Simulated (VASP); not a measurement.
All values below come from PW91 GGA, VASP's PBE PAW potentials (set 64) (plane waves; VASP).

A VASP calculation is set up with these files.

File POSCAR:
```
Tm
1
    1.8122533700    -3.1389149858     0.0000000000
    1.8122533700     3.1389149858     0.0000000000
    0.0000000000     0.0000000000     5.6101864393
Tm
2
Direct
  0.3333330000   0.6666670000   0.2500000000
  0.6666670000   0.3333330000   0.7500000000
```

### INCAR
```
# general
SYSTEM  = Tm
PREC    = Accurate
ENCUT   = 520   # plane-wave cut-off (eV)
LREAL   = .FALSE.   # projection in real space or not
LASPH   = .TRUE.

# electronic loop
EDIFF   = 1E-7   # SCF stop (eV)
NELM    = 100
ALGO    = Normal   # blocked Davidson
LMAXMIX = 6   # l cut-off of mixed one-centre charges

# smearing
ISMEAR  = 1   # Methfessel-Paxton
SIGMA   = 0.1   # width (eV)

# functional
GGA     = 91   # PW91

# ions
IBRION  = 2   # conjugate gradients
NSW     = 30
ISIF    = 4   # ions and shape, fixed volume
EDIFFG  = -0.01   # ionic stop

# output
LWAVE   = .FALSE.
LCHARG  = .FALSE.
```

File KPOINTS:
```
Automatic mesh
0
Gamma
12 12 7
0 0 0
```

POTCAR, in this order: Tm_3 (PBE.64 set). Program: vasp_std.

Output of the run:

OSZICAR:
```
       N       E                     dE             d eps       ncg     rms          rms(c)
DAV:   1     0.639014937957E+02    0.63901E+02   -0.84472E+03  2000   0.129E+03
DAV:   2    -0.426896620854E+01   -0.68170E+02   -0.67098E+02  2012   0.394E+02
DAV:   3    -0.879528416679E+01   -0.45263E+01   -0.42655E+01  3250   0.604E+01
DAV:   4    -0.893889113490E+01   -0.14361E+00   -0.13969E+00  3139   0.880E+00
DAV:   5    -0.894045945507E+01   -0.15683E-02   -0.15676E-02  2791   0.851E-01    0.224E+01
DAV:   6    -0.892609537076E+01    0.14364E-01   -0.42738E-02  3131   0.233E+00    0.133E+01
DAV:   7    -0.893639947225E+01   -0.10304E-01   -0.76785E-02  3002   0.310E+00    0.384E-01
DAV:   8    -0.893608289801E+01    0.31657E-03   -0.49440E-03  2592   0.637E-01    0.593E-02
DAV:   9    -0.893611764714E+01   -0.34749E-04   -0.30673E-04  3240   0.181E-01    0.347E-02
DAV:  10    -0.893611114352E+01    0.65036E-05   -0.43247E-05  2924   0.599E-02    0.542E-02
DAV:  11    -0.893611239326E+01   -0.12497E-05   -0.63169E-06  2548   0.231E-02    0.245E-03
DAV:  12    -0.893611266284E+01   -0.26958E-06   -0.53371E-07  2324   0.763E-03    0.795E-04
DAV:  13    -0.893611266737E+01   -0.45302E-08   -0.29931E-08  1493   0.215E-03
   1 F= -.89361127E+01 E0= -.89356122E+01  d E =-.893611E+01
       N       E                     dE             d eps       ncg     rms          rms(c)
DAV:   1    -0.893621028154E+01   -0.97619E-04   -0.30179E-03  2181   0.432E-01    0.430E-02
DAV:   2    -0.893616819781E+01    0.42084E-04   -0.10835E-04  3013   0.135E-01    0.241E-02
DAV:   3    -0.893614483932E+01    0.23358E-04   -0.24794E-05  2953   0.477E-02    0.121E-02
DAV:   4    -0.893614494965E+01   -0.11033E-06   -0.44762E-06  2896   0.170E-02    0.514E-03
DAV:   5    -0.893614486659E+01    0.83060E-07   -0.88212E-08  1406   0.367E-03
   2 F= -.89361449E+01 E0= -.89356512E+01  d E =-.321992E-04
```

File OUTCAR:
```
------------------------ aborting loop because EDIFF is reached ----------------------------------------
  FORCE on cell =-STRESS in cart. coord.  units (eV):
  Direction    XX          YY          ZZ          XY          YZ          ZX
  --------------------------------------------------------------------------------------
  Total       -0.9191328     -0.9191329     -0.8960051      0.0000000      0.0000000      0.0000000
  in kB      -23.0718860    -23.0718870    -22.4913374      0.0000000      0.0000000      0.0000000
  external PRESSURE =     -22.8783702 kB  Pullay stress =       0.0000000 kB
  volume of cell :       63.83
      direct lattice vectors                 reciprocal lattice vectors
     1.811474142 -3.137565320  0.000000000     0.276018293 -0.159359232 -0.000000000
     1.811474142  3.137565320 -0.000000000     0.276018293  0.159359232  0.000000000
     0.000000000 -0.000000000  5.615014066    -0.000000000  0.000000000  0.178093944
 POSITION                                       TOTAL-FORCE (eV/Angst)
 -----------------------------------------------------------------------------------
      1.81147      1.04586      1.40375        -0.000000     -0.000000      0.000000
      1.81147     -1.04586      4.21126         0.000000      0.000000      0.000000
 -----------------------------------------------------------------------------------
    total drift:                                0.000001      0.000074     -0.000012
  FREE ENERGIE OF THE ION-ELECTRON SYSTEM (eV)
  ---------------------------------------------------
  free  energy   TOTEN  =        -8.9361448666 eV

  energy  without entropy=       -8.9346638939  energy(sigma->0) =       -8.93565121

 reached required accuracy - stopping structural energy minimisation
```
(Selected blocks of OUTCAR.)

### CONTCAR
```
Tm
   1.00000000000000
     1.8114741418883415   -3.1375653198281896    0.0000000000000000
     1.8114741418883415    3.1375653198281896   -0.0000000000000000
     0.0000000000000000   -0.0000000000000000    5.6150140660611987
  Tm
     2
Direct
     0.3333330000000032    0.6666669999999968    0.2500000000000000
     0.6666669999999968    0.3333330000000032    0.7500000000000000
```

The 4f electrons are frozen in the core of the lanthanide potential, so 4f levels, which can set the real gap, and their magnetism are missing.

The compound is Tm in the hcp structure. This cell is one point of a volume scan, at 1.06 of the reference volume. Symmetry was kept, so distortions that lower it aren't found.
